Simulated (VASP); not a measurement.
Consider the following.

```xyz
2
Lattice="0.0000 2.6846 2.6846 2.6846 0.0000 2.6846 2.6846 2.6846 0.0000" Properties=species:S:1:pos:R:3 pbc="T T T"
Cd     0.0000     0.0000     0.0000
Se     1.3423     1.3423     1.3423
```

Level of theory: LDA (Ceperley-Alder, Perdew-Zunger), VASP's LDA PAW potentials (set 64) (plane waves; VASP). Run with 500 eV cut-off, 9×9×9 Γ-centred mesh, Gaussian smearing of 0.050 eV, potentials Cd Se.

Predict the energy per atom (σ→0), pressure, band gap (on the k-mesh) with the smallest direct gap where there is one.

```
Property                                     Result
-----------------------------------  --------------
band gap (on the k-mesh)                    1.05 eV
smallest direct gap (on the k-mesh)         1.05 eV
energy per atom (σ→0)                -2.572 eV/atom
pressure                                 450.2 kbar
```

Total energies compare only between runs with the same potentials, cut-off and functional.

The compound is CdSe in the zinc blende structure, whereas wurtzite is the usual form. It was relaxed first under an external pressure of 45 GPa.
